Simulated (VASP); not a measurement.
Energy against volume of W (bcc). Computed with TPSS meta-GGA, VASP's PBE PAW potentials (set 64) (plane waves; VASP 6.6.1). Numerical set-up: 520 eV cut-off, 16×16×16 Γ-centred mesh, first-order Methfessel-Paxton smearing of 0.10 eV, potentials W_sv.

| V (Å³/atom) | E (eV/atom) |
|---|---|
| 15.042 | -14.30451 |
| 15.523 | -14.35250 |
| 16.003 | -14.36658 |
| 16.483 | -14.35234 |

Fit these four points and predict the energy of the run at 16.963 Å³/atom.

A cubic in V^(−2/3), the third-order Birch-Murnaghan form, passes through the four points with V0 = 15.99 Å³/atom and B0 = 316 GPa, and gives -14.3144 eV/atom there. The run gave -14.3140 eV/atom, +0.3 meV/atom from the fit; all five points give B0 = 317 GPa.

The compound is W in the bcc structure. It was relaxed first.
